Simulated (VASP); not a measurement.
A run of VASP 6.6.1:

File INCAR:

```
  PREC = Accurate
  ENCUT = 520
  EDIFF = 1E-6
  ISMEAR = 0
  SIGMA = 0.03
  LREAL = F
  LASPH = T
  NELM = 120
  ALGO = Normal
  ISIF = 3
  LWAVE = F
  LCHARG = F
  GGA = PE
  IBRION = 2
  NSW = 90
  EDIFFG = -0.01
  KPAR = 8
```

The input KPOINTS:

```
regular mesh
0
Gamma
  6 6 4
```

The input POSCAR:

```
Na3AlO3
1.0
    3.0848079400     -5.9260000000      0.0000000000
    3.0848079400      5.9260000000      0.0000000000
   -2.1610927300      0.0000000000      5.8888878600
Na Al O
6 2 6
Direct
    0.7482281500      0.2517718500      0.5000000000
    0.2517718500      0.7482281500      0.5000000000
    0.2398524700      0.2398524700      0.3826688500
    0.7601475300      0.7601475300      0.6173311500
    0.6441950700      0.3558049300      0.0000000000
    0.3558049300      0.6441950700      0.0000000000
    0.1099392500      0.8900607500      0.0000000000
    0.8900607500      0.1099392500      0.0000000000
    0.0233278700      0.6568074500      0.7554099700
    0.3431925500      0.9766721300      0.2445900300
    0.8019474300      0.8019474300      0.0297247300
    0.6568074500      0.0233278700      0.7554099700
    0.9766721300      0.3431925500      0.2445900300
    0.1980525700      0.1980525700      0.9702752700
```

Potentials or basis: VASP PAW PBE potentials, release 64 (Na_pv, Al, O).

Launch:

```sh
$ cat potpaw_PBE.64/Na_pv/POTCAR potpaw_PBE.64/Al/POTCAR potpaw_PBE.64/O/POTCAR > POTCAR
$ mpirun -np 8 vasp_std > vasp.out
```

Hardware: 8 MPI ranks on AMD EPYC 9R45 96-Core Processor (Zen 5), with other jobs on the host.

Q: How long does it take, and how much memory?

A: Wall time 25 min on 8 MPI ranks on AMD EPYC 9R45 96-Core Processor (Zen 5), on a shared host, peak memory 0.63 GiB a rank. Counts: scf iterations 406, k points 47, ion steps 56.
